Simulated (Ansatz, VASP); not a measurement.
# One calculation of Ge3W2, two programs

```
CELL_PARAMETERS angstrom
5.16982 0.00000 0.00000
0.00000 4.87873 0.00000
0.00000 0.00000 5.16995
ATOMIC_POSITIONS crystal
Ge 0.00000 0.00000 0.50000
Ge 0.50000 0.00000 0.00000
Ge 0.00000 0.00000 0.00000
W 0.50000 0.50000 0.50000
W 0.50000 0.00000 0.50000
```

Change from the starting cell: species swapped into the Zr3Cd2 type (Pmmm, No. 47).

Alike in both runs: functional PBE; k mesh 4 × 4 × 4; occupations gaussian, width 0.1 eV; no spin polarisation.

Ansatz relaxed the structure, and its values are those at the end. VASP's run is a single point on that final structure, the one shown.

```csv
,VASP,Ansatz
version,VASP 6.6.1,Ansatz 0.2.0
potentials or method,"VASP PAW PBE potentials, release 64 (Ge_d, W_sv)","scalar-relativistic, plane waves, PAW"
plane-wave cutoff (eV),520,420
valence electrons in the cell,70,70
```

```csv
,VASP,Ansatz,Ansatz less VASP
gap on the k mesh at the Fermi level (eV),none,none,-
pressure (GPa),0.0,-0.1,-0.18
```

A gap of «none» marks a metal or a gap that the smearing closes.

Spin-orbit coupling is left out, which matters for the levels of W.
